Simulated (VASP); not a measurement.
VASP ran on this input.

### INCAR
```
# general
SYSTEM =GaAs
PREC   =Accurate
ENCUT  =400   # plane-wave cut-off (eV)
LREAL  =F   # projection in real space or not
LASPH  =T   # aspherical one-centre terms

# electronic loop
EDIFF  =1E-7   # SCF stop (eV)
NELM   =100   # most electronic steps
ALGO   =Normal   # blocked Davidson
LMAXMIX=4

# smearing
ISMEAR =-5   # tetrahedra, Bloechl

# functional
GGA    =PS   # PBEsol

# ions
ISIF   =2   # forces and stress, cell fixed

# output
LWAVE  =F
LCHARG =T
LORBIT =11   # lm-projected
NEDOS  =601   # DOS grid
```

**KPOINTS**
```
Automatic mesh
0
Gamma
9 9 9
0 0 0
```

**POSCAR**
```
GaAs
5.6566510
  0.0000000000   0.4999999872   0.4999999872
  0.4999999872   0.0000000000   0.4999999872
  0.4999999872   0.4999999872   0.0000000000
Ga As
1 1
Cart
  0.0000000000   0.0000000000   0.0000000000
  0.2499999936   0.2499999936   0.2499999936
```

POTCAR, in this order: Ga_d As (PBE.64 set). Program: vasp_std.

Write an equivalent input for Ansatz.

One equivalent input (not run):
Ansatz 0.2 input:
```yaml
crystal:
  lattice:
    - [0.0000000, 2.8283254, 2.8283254]
    - [2.8283254, 0.0000000, 2.8283254]
    - [2.8283254, 2.8283254, 0.0000000]
  atoms:
    - { symbol: Ga, position: [0.0000000, 0.0000000, 0.0000000] }
    - { symbol: As, position: [0.2500000, 0.2500000, 0.2500000] }
kpoints:
  mp_grid: { grid: [9, 9, 9] }
hamiltonian:
  xc: pbesol
  pseudopotentials: { kind: paw }
scf:
  occupations: { method: tetrahedron }
  max_iter: 100
output: { forces: true, stress: true, eigenvalues: true }
```
Limits of the translation: each code has its own PAW files, so the cut-off isn't converted (ENCUT is set for VASP's; basis.ecutwfc is left out, and Ansatz then takes the one that its files recommend); Ansatz stops its SCF on the density residual and VASP on the energy change (EDIFF).

The structure was generated: GaAs was put into the zinc blende type (F-43m), which need not be its known phase. It was relaxed first.
